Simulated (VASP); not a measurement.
Consider the following.

```
CELL_PARAMETERS angstrom
      3.04497     0.00000     0.00000
     -1.52248     2.63702     0.00000
      0.00000     0.00000     5.36227
ATOMIC_POSITIONS crystal
  Ti 0.00000 0.00000 0.00000
  Ti 0.00000 0.00000 0.50000
  C  0.33333 0.66667 0.25000
  C  0.66667 0.33333 0.75000
```

Computed with r2SCAN meta-GGA, VASP's PBE PAW potentials (set 64) (plane waves; VASP). Numerical set-up: 520 eV cut-off, 10×10×5 Γ-centred mesh, first-order Methfessel-Paxton smearing of 0.10 eV, potentials Ti_sv C.

Problem. Predict the energy per atom (σ→0), band gap (on the k-mesh) with the smallest direct gap where there is one.

Solution. 
| Property | Value |
|---|---|
| band gap (on the k-mesh) | none (metal, semimetal or under 0.01 eV) |
| energy per atom (σ→0) | -11.986 eV/atom |

The absolute energy has meaning only against runs of the same code, potentials and settings.

The structure was generated: TiC was put into the NiAs type type (P6_3/mmc), which need not be its known phase. It was relaxed first, which changed the volume by -33 %. The start is the result of an earlier pass.
